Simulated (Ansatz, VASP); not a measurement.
## ZrB2 in two plane-wave programs

Wanted: the spread between two codes on one cell, functional and k mesh. The start cell is built, not measured: As first built, before any earlier steps moved the atoms (in the runner's words): it takes the HfB2 structure with some of its atoms replaced by other elements, volume scaled by an estimate. The cell is taken from a series of VASP runs on this material, whose earlier steps may have relaxed, scaled or displaced it; both programs get it as it stands.

Calculated with Ansatz 0.2.0; plane waves, with VASP 6.6.1 beside it; zone-centre phonons at BLYP with D3(BJ).

**1. Set-up**

The structure is hexagonal, space group P6/mmm (No. 191). The conventional cell has a = 3.124 Å, b = 3.124 Å, c = 3.540 Å, α = 90.00°, β = 90.00°, γ = 120.00°. Nearest to Zr lie 12 B at 2.53 Å. B has 3 B at 1.80 Å and 6 Zr at 2.53 Å nearest. As first built, before any earlier steps moved the atoms (in the runner's words): sites of the HfB2 structure (space group 191) filled with other elements, volume scaled by an estimate. Farther neighbours are not listed.

Coordinates:

```xyz
3
Lattice="3.1242 0.0000 0.0000 -1.5621 2.7056 0.0000 0.0000 0.0000 3.5397" Properties=species:S:1:pos:R:3 pbc="T T T"
Zr    0.0000    0.0000    0.0000
B     0.0000    1.8037    1.7699
B     1.5621    0.9019    1.7699
```

**2. VASP: zone-centre phonons, BLYP with D3(BJ)**

Second derivatives magnify differences that forces hide, and they need a tight electronic threshold.

Lines of VASP's logs that name or quote its potential files are left out, and so is its time.

Input file INCAR:

```
SYSTEM = ZrB2
PREC = Accurate
ENCUT = 420
EDIFF = 1E-08
NELM = 100
ISMEAR = -1
SIGMA = 0.05
LREAL = .FALSE.
ALGO = Normal
GGA = B5
ALDAX = 1
AGGAX = 1
AGGAC = 1
ALDAC = 0
IVDW = 12
VDW_S6 = 1
VDW_S8 = 2.6996
VDW_A1 = 0.4298
VDW_A2 = 4.2359
LORBIT = 11
LWAVE = .FALSE.
LCHARG = .FALSE.
IBRION = 6
NFREE = 2
POTIM = 0.015
ISIF = 2
NSW = 1
```

Input file POSCAR:

```
ZrB2
1.0
    3.1241735893      0.0000000000      0.0000000000
   -1.5620867947      2.7056144540      0.0000000000
    0.0000000000      0.0000000000      3.5397052372
Zr B
1 2
Direct
    0.0000000000      0.0000000000      0.0000000000
    0.3333333300      0.6666666700      0.5000000000
    0.6666666700      0.3333333300      0.5000000000
```

Input file KPOINTS:

```
Automatic mesh
0
Gamma
8 8 6
0 0 0
```

PAW data sets: Zr_sv and B (PBE family, release 64).

Started as:

```
$ mpirun -np 1 vasp_std
```

Numbers of over 12 decimals in the logs are rounded to 6 here.

The log of the run:

```text
[banner, memory and clock lines left out]
running    1 mpi-ranks, on    1 nodes
 distrk:  each k-point on    1 cores,    1 groups
 distr:  one band on    1 cores,    1 groups

 POSCAR found type information on POSCAR ZrB
 POSCAR found :  2 types and       3 ions
|                                                                             |
|               ----> ADVICE to this user running VASP <----                  |
|                                                                             |
|     You enforced a specific xc type in the INCAR file but a different       |
|     [... a line on the potential file left out ...]
|     I HOPE YOU KNOW WHAT YOU ARE DOING!                                     |
|                                                                             |

 LDA part: xc-table for (Slater(with rela. corr.)+VWN5), standard interpolation
 POSCAR, INCAR and KPOINTS ok, starting setup
 FFT: planning ... GRIDC
 FFT: planning ... GRID_SOFT
 FFT: planning ... GRID
 WAVECAR not read
 entering main loop
       N       E                     dE             d eps       ncg     rms          rms(c)
DAV:   1     0.100489443351E+03    0.10049E+03   -0.88144E+03  1040   0.118E+03
DAV:   2    -0.207736108288E+02   -0.12126E+03   -0.11711E+03  1225   0.313E+02
DAV:   3    -0.251377478471E+02   -0.43641E+01   -0.43244E+01  1644   0.539E+01
DAV:   4    -0.252313025407E+02   -0.93555E-01   -0.93519E-01  1307   0.759E+00
DAV:   5    -0.252348763584E+02   -0.35738E-02   -0.35738E-02  1610   0.994E-01    0.217E+01
DAV:   6    -0.220447104287E+02    0.31902E+01   -0.96865E+00  1263   0.216E+01    0.856E+00
DAV:   7    -0.220330317248E+02    0.11679E-01   -0.10153E+00  1573   0.638E+00    0.331E+00
DAV:   8    -0.220403062584E+02   -0.72745E-02   -0.11470E-01  1221   0.323E+00    0.860E-01
DAV:   9    -0.220365145188E+02    0.37917E-02   -0.21642E-02  1332   0.120E+00    0.145E-01
DAV:  10    -0.220364644770E+02    0.50042E-04   -0.10015E-03  1348   0.263E-01    0.526E-02
DAV:  11    -0.220364846871E+02   -0.20210E-04   -0.41493E-05  1343   0.722E-02    0.198E-02
DAV:  12    -0.220364849625E+02   -0.27546E-06   -0.74155E-06  1350   0.289E-02    0.250E-03
DAV:  13    -0.220364848743E+02    0.88276E-07   -0.40644E-07  1275   0.683E-03    0.199E-03
DAV:  14    -0.220364848938E+02   -0.19545E-07   -0.28070E-08   994   0.196E-03    0.485E-04
DAV:  15    -0.220364849057E+02   -0.11865E-07   -0.47213E-09   630   0.796E-04    0.415E-05
DAV:  16    -0.220364849055E+02    0.19668E-09   -0.73875E-10   625   0.264E-04
   1 F= -.24794465E+02 E0= -.24793392E+02  d E =-.214707E-02
[... from here on, the cycles between the ionic steps are left out ...]
   2 F= -.24793005E+02 E0= -.24791931E+02  d E =-.214607E-02
   3 F= -.24793005E+02 E0= -.24791932E+02  d E =-.214607E-02
   4 F= -.24792741E+02 E0= -.24791667E+02  d E =-.214881E-02
   5 F= -.24792741E+02 E0= -.24791667E+02  d E =-.214881E-02
   6 F= -.24792779E+02 E0= -.24791747E+02  d E =-.206462E-02
   7 F= -.24792779E+02 E0= -.24791747E+02  d E =-.206462E-02
   8 F= -.24793324E+02 E0= -.24792246E+02  d E =-.215621E-02
 Finite differences progress:
  Degree of freedom:   4/  4
  Displacement:        1/  2
  Total:               7/  8
 bond charge predicted
       N       E                     dE             d eps       ncg     rms          rms(c)
DAV:   1    -0.220369410027E+02   -0.16011E-02   -0.74968E-01  1300   0.554E+00    0.193E-01
DAV:   2    -0.220357081527E+02    0.12328E-02   -0.66273E-03  1728   0.653E-01    0.991E-02
DAV:   3    -0.220353347921E+02    0.37336E-03   -0.11928E-03  1525   0.232E-01    0.222E-02
DAV:   4    -0.220353380329E+02   -0.32407E-05   -0.11504E-04  1625   0.954E-02    0.859E-03
DAV:   5    -0.220353396004E+02   -0.15676E-05   -0.41294E-06  1667   0.154E-02    0.388E-03
DAV:   6    -0.220353399165E+02   -0.31601E-06   -0.60731E-07  1520   0.726E-03    0.706E-04
DAV:   7    -0.220353399347E+02   -0.18209E-07   -0.27971E-08  1615   0.164E-03    0.353E-04
DAV:   8    -0.220353399342E+02    0.47453E-09   -0.37257E-09   895   0.710E-04
   9 F= -.24793324E+02 E0= -.24792246E+02  d E =-.215621E-02
 Finite differences progress:
  Degree of freedom:   4/  4
  Displacement:        2/  2
  Total:               8/  8
```

Parts of OUTCAR (step 2):

```text
ion  position               nearest neighbor table
   1  0.000  0.000  0.000-   2 2.53   3 2.53   2 2.53   3 2.53   3 2.53   3 2.53   2 2.53   2 2.53
                             3 2.53   3 2.53   2 2.53   2 2.53
   2  0.333  0.667  0.500-   3 1.80   3 1.80   3 1.80   1 2.53   1 2.53   1 2.53   1 2.53   1 2.53
                             1 2.53
   3  0.667  0.333  0.500-   2 1.80   2 1.80   2 1.80   1 2.53   1 2.53   1 2.53   1 2.53   1 2.53
                             1 2.53

  LATTYP: Found a hexagonal cell.
 ALAT       =     3.1241735893
 C/A-ratio  =     1.1330053008

 Subroutine GETGRP returns: Found 24 space group operations
 (whereof 24 operations were pure point group operations)

The static configuration has the point symmetry D_6h.

 Found     40 irreducible k-points:

   k-points           NKPTS =     40   k-points in BZ     NKDIM =     40   number of bands    NBANDS=     13

   dimension x,y,z NGX =    24 NGY =   24 NGZ =   24
   dimension x,y,z NGXF=    48 NGYF=   48 NGZF=   48

   ENCUT  =  420.0 eV  30.87 Ry    5.56 a.u.   5.22  5.22  5.91*2*pi/ulx,y,z

   NELECT =      18.0000    total number of electrons

 k-points in reciprocal lattice and weights: Automatic mesh
   0.00000000  0.00000000  0.00000000       0.003
   0.12500000 -0.00000000  0.00000000       0.016
   0.25000000 -0.00000000  0.00000000       0.016
   0.37500000 -0.00000000  0.00000000       0.016
   0.50000000 -0.00000000  0.00000000       0.008
   0.12500000  0.12500000  0.00000000       0.016
   0.25000000  0.12500000  0.00000000       0.031
   0.37500000  0.12500000  0.00000000       0.031
   0.25000000  0.25000000  0.00000000       0.016
[...]
0.25000000  0.25000000  0.50000000       0.016
   0.37500000  0.25000000  0.50000000       0.016

 Edisp (eV)   -2.75798

 average (electrostatic) potential at core
       1 -72.3313       2 -21.5152       3 -21.5151

 E-fermi :  11.4276

 k-point     1 :       0.0000    0.0000    0.0000
  band No.  band energies     occupation
    ...
      5      -1.4283      2.00000
      6       8.7176      2.00000
      7       8.7176      2.00000
      8       8.7549      2.00000
      9       8.9075      2.00000
     10      14.7769      0.00000
     11      14.7769      0.00000
     12      15.3475      0.00000
     13      15.3475      0.00000

 k-point     2 :       0.1250   -0.0000    0.0000
  band No.  band energies     occupation
    ...
      5      -1.1152      2.00000
      6       7.8791      2.00000
      7       8.5583      2.00000
      8       8.7153      2.00000
      9       9.0743      2.00000
     10      14.1638      0.00000
     11      14.5815      0.00000
     12      14.7470      0.00000
     13      15.2052      0.00000

 k-point     3 :       0.2500   -0.0000    0.0000
  band No.  band energies     occupation
    ...
      5      -0.2506      2.00000
      6       6.1825      2.00000
      7       7.9284      2.00000
      8       8.5913      2.00000
      9       9.3986      2.00000
     10      13.5087      0.00000
     11      14.1639      0.00000
     12      14.8293      0.00000
     13      15.0069      0.00000

 Edisp (eV)   -2.75798

  Total       0.01862     0.01862     0.01314    -0.00000     0.00000     0.00000
  in kB       0.99724     0.99724     0.70386    -0.00000     0.00000     0.00000
  external pressure =        0.90 kB  Pullay stress =        0.00 kB

  energy-cutoff  :      420.00
  volume of cell :       29.92
      direct lattice vectors                 reciprocal lattice vectors
     3.124173589  0.000000000  0.000000000     0.320084647  0.184800905  0.000000000
    -1.562086795  2.705614454  0.000000000     0.000000000  0.369601810  0.000000000
     0.000000000  0.000000000  3.539705237     0.000000000  0.000000000  0.282509399

 POSITION                                       TOTAL-FORCE (eV/Angst)
 -----------------------------------------------------------------------------------
      0.00000      0.00000      0.00000        -0.000000      0.000000     -0.114917
     -0.00000      1.80374      1.75485        -0.000000      0.000000      0.152152
      1.56209      0.90187      1.76985         0.000000     -0.000000     -0.037236
 -----------------------------------------------------------------------------------
    total drift:                               -0.000000     -0.000000     -0.000012

  FREE ENERGIE OF THE ION-ELECTRON SYSTEM (eV)
  ---------------------------------------------------
  free  energy   TOTEN  =       -24.7933243741 eV

  energy  without entropy=      -24.7911681641  energy(sigma->0) =      -24.79224627

 Eigenvectors and eigenvalues of the dynamical matrix
 ----------------------------------------------------

   1 f  =   23.066549 THz   144.931403 2PiTHz  769.417261 cm-1    95.395539 meV
             X         Y         Z           dx          dy          dz
      0.000000  0.000000  0.000000     0.000000   -0.000000    0.000000
     -0.000000  1.803743  1.769853     0.000023   -0.707107    0.000000
      1.562087  0.901871  1.769853    -0.000023    0.707107   -0.000000

   2 f  =   23.066543 THz   144.931362 2PiTHz  769.417045 cm-1    95.395513 meV
             X         Y         Z           dx          dy          dz
      0.000000  0.000000  0.000000     0.000000    0.000000   -0.000000
     -0.000000  1.803743  1.769853    -0.707107   -0.000023    0.000000
      1.562087  0.901871  1.769853     0.707107    0.000023   -0.000000

   3 f  =   16.894182 THz   106.149279 2PiTHz  563.529268 cm-1    69.868693 meV
             X         Y         Z           dx          dy          dz
      0.000000  0.000000  0.000000     0.000000    0.000000    0.000000
     -0.000000  1.803743  1.769853    -0.000000   -0.000000   -0.707107
      1.562087  0.901871  1.769853    -0.000000   -0.000000    0.707107

   4 f  =   14.638350 THz    91.975464 2PiTHz  488.282787 cm-1    60.539323 meV
             X         Y         Z           dx          dy          dz
      0.000000  0.000000  0.000000     0.000000    0.000000    0.437832
     -0.000000  1.803743  1.769853    -0.000000   -0.000000   -0.635729
      1.562087  0.901871  1.769853    -0.000000   -0.000000   -0.635729

   5 f  =   13.477809 THz    84.683569 2PiTHz  449.571305 cm-1    55.739713 meV
             X         Y         Z           dx          dy          dz
      0.000000  0.000000  0.000000     0.000014   -0.437708    0.000000
     -0.000000  1.803743  1.769853    -0.000021    0.635772   -0.000000
      1.562087  0.901871  1.769853    -0.000021    0.635772   -0.000000

   6 f  =   13.477805 THz    84.683546 2PiTHz  449.571179 cm-1    55.739697 meV
             X         Y         Z           dx          dy          dz
      0.000000  0.000000  0.000000     0.437708    0.000014    0.000000
     -0.000000  1.803743  1.769853    -0.635772   -0.000021   -0.000000
      1.562087  0.901871  1.769853    -0.635772   -0.000021    0.000000

   7 f/i=    0.000309 THz     0.001941 2PiTHz    0.010302 cm-1     0.001277 meV
             X         Y         Z           dx          dy          dz
      0.000000  0.000000  0.000000    -0.893101    0.103839    0.000000
     -0.000000  1.803743  1.769853    -0.307435    0.035745    0.000000
      1.562087  0.901871  1.769853    -0.307435    0.035745    0.000000

   8 f/i=    0.000309 THz     0.001941 2PiTHz    0.010302 cm-1     0.001277 meV
             X         Y         Z           dx          dy          dz
      0.000000  0.000000  0.000000    -0.103839   -0.893101    0.000000
     -0.000000  1.803743  1.769853    -0.035745   -0.307435    0.000000
      1.562087  0.901871  1.769853    -0.035745   -0.307435    0.000000

   9 f/i=    0.001679 THz     0.010551 2PiTHz    0.056015 cm-1     0.006945 meV
             X         Y         Z           dx          dy          dz
      0.000000  0.000000  0.000000    -0.000000   -0.000000   -0.899057
     -0.000000  1.803743  1.769853    -0.000000   -0.000000   -0.309594
      1.562087  0.901871  1.769853    -0.000000   -0.000000   -0.309594

 ELASTIC MODULI CONTR FROM IONIC RELAXATION (kBar)
 Direction    XX          YY          ZZ          XY          YZ          ZX
 --------------------------------------------------------------------------------
 XX         -53.5028     53.5028     -0.0000      0.0000     -0.0000     -0.0000
 YY          53.5028    -53.5028      0.0000      0.0000      0.0000      0.0000
 ZZ          -0.0000      0.0000     -0.0000     -0.0000     -0.0000     -0.0000
 XY           0.0000      0.0000     -0.0000    -53.5028     -0.0000     -0.0000
 YZ          -0.0000      0.0000     -0.0000     -0.0000     -0.0000     -0.0000
 ZX          -0.0000      0.0000     -0.0000     -0.0000     -0.0000     -0.0000
 --------------------------------------------------------------------------------

 total charge
# of ion       s       p       d       tot
------------------------------------------
    1        2.172   6.035   1.827  10.034
    2        0.678   1.294   0.000   1.972
    3        0.678   1.294   0.000   1.972
--------------------------------------------------
tot          3.527   8.623   1.827  13.978

[... 3 further parts left out ...]
```

[end of part 1 of 2]

[Lines on the potential files, build, host, timing and source positions are cut from VASP's logs without a mark.]

[Logs are printed without paths, hosts, clocks, repeated set-up lines and the standing remarks that a program may print on its own settings, such as how far it seeks lower states.]

[Hosts, paths, dates, database ids (printed as entryN), source tags and the programs' standing remarks are cut or masked in the printed files.]
